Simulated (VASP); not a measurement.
Given:

```
Ni3Te4
1.0
    6.19980    -1.96573    -0.04693
    6.19980     1.96573    -0.04693
   -3.52830     0.00000     5.64990
Ni Te
3 4
Direct
  0.00000   0.00000   0.00000
  0.25221   0.25221   0.24077
  0.74779   0.74779   0.75923
  0.12252   0.12252   0.77927
  0.87748   0.87748   0.22073
  0.62911   0.62911   0.29439
  0.37089   0.37089   0.70561
```

These are PBEsol GGA, VASP's PBE PAW potentials (set 64) (plane waves; VASP) values and carry that method's errors. Numerical set-up: 400 eV cut-off, Gaussian smearing of 0.050 eV, potentials Ni Te.

Question: Give the energies of bands 18 to 31 at the high-symmetry points, in eV from the Fermi level.

Answer: 
| band | Γ | C | Y2 | M2 | D | A | V2 |
|---|---|---|---|---|---|---|---|
| 18 | -2.08 | -2.12 | -2.23 | -2.21 | -2.34 | -2.12 | -2.13 |
| 19 | -2.02 | -2.07 | -2.17 | -1.92 | -2.12 | -1.96 | -2.05 |
| 20 | -1.96 | -2.02 | -2.10 | -1.86 | -2.03 | -1.90 | -2.01 |
| 21 | -1.71 | -1.90 | -2.09 | -1.84 | -2.00 | -1.44 | -1.90 |
| 22 | -0.98 | -1.67 | -1.76 | -1.73 | -1.92 | -1.41 | -1.77 |
| 23 | -0.94 | -1.59 | -1.69 | -1.67 | -1.76 | -1.37 | -1.64 |
| 24 | -0.83 | -1.57 | -1.07 | -1.30 | -1.57 | -0.69 | -1.47 |
| 25 | -0.22 | -1.49 | -0.93 | -0.63 | -1.42 | -0.66 | -1.43 |
| 26 | -0.10 | -1.29 | -0.22 | -0.56 | -0.93 | -0.64 | -1.41 |
| 27 | -0.03 | -0.61 | 0.21 | -0.40 | -0.67 | -0.38 | -0.68 |
| 28 | 0.66 | -0.29 | 0.71 | 0.95 | 0.69 | 0.30 | -0.28 |
| 29 | 1.17 | -0.19 | 1.16 | 0.98 | 0.90 | 0.52 | 0.39 |
| 30 | 1.23 | 1.28 | 1.19 | 1.53 | 0.97 | 1.40 | 1.30 |
| 31 | 1.89 | 1.44 | 2.09 | 1.67 | 1.21 | 1.43 | 1.75 |

It has no gap at this level: it comes out as a metal or semimetal.

The structure comes from a computed database's Ni3Te4 entry (C2/m); how it stands against other phases isn't given here. It was relaxed first. The run is not spin-polarised, so no magnetic state was tried.
